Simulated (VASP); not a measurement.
A run of VASP 6.6.1 is set up as follows.

Contents of INCAR:

```
SYSTEM = YBe
PREC = Accurate ; ENCUT = 520
EDIFF = 1E-6 ; ISMEAR = 0
SIGMA = 0.0636 ; LREAL = .FALSE.
LASPH = .TRUE. ; NELM = 60
ALGO = Normal ; ISIF = 2
LWAVE = .FALSE. ; LCHARG = .TRUE.
GGA = PE ; LELF = .TRUE.
LVHAR = .TRUE. ; NBANDS = 14
```

KPOINTS

```
Automatic mesh
0
G
  11 11 11
  0 0 0
```

Contents of POSCAR:

```
YBe
1.0
    0.0000000000      2.5709130000      2.5709130000
    2.5709130000      0.0000000000      2.5709130000
    2.5709130000      2.5709130000      0.0000000000
Be Y
1 1
Direct
    0.5000000000      0.5000000000      0.5000000000
    0.0000000000      0.0000000000      0.0000000000
```

Potentials or basis: VASP PAW PBE potentials, release 64 (Be, Y_sv).

Launch:

```bash
$ cat potpaw_PBE.64/Be/POTCAR potpaw_PBE.64/Y_sv/POTCAR > POTCAR
$ mpirun -np 1 vasp_std > vasp.out
```

(1) Predict the pressure.

(2) Estimate the band gap on the k mesh.

Results:

(1) 29.2 GPa.

(2) none (metal or under the smearing width).

Caveat: a pressure of tens of GPa on the cell as given is suspect, and the run, the potentials or the cell itself is likely at fault.
